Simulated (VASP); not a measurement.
Input:

```
CELL_PARAMETERS angstrom
      0.00000     2.83000     2.83000
      2.83000     0.00000     2.83000
      2.83000     2.83000     0.00000
ATOMIC_POSITIONS crystal
  Al 0.00000 0.00000 0.00000
  As 0.25000 0.25000 0.25000
```

Calculation: PBE GGA, VASP's PBE PAW potentials (set 64) (plane waves; VASP). Settings: 300 eV cut-off, 8×8×8 Γ-centred mesh, Fermi-Dirac smearing of 0.050 eV, potentials Al As.

Task: Predict the energy per atom (σ→0), pressure, band gap (on the k-mesh) with the smallest direct gap where there is one.

Result: 
* **band gap (on the k-mesh)**: 1.43 eV
* **smallest direct gap (on the k-mesh)**: 2.06 eV
* **energy per atom (σ→0)**: -4.685 eV/atom
* **pressure**: 2.79 GPa

Only differences to runs with the same potentials and settings are physical.

The structure is a typed AlAs crystal (F-43m). The cell was not relaxed at this level.
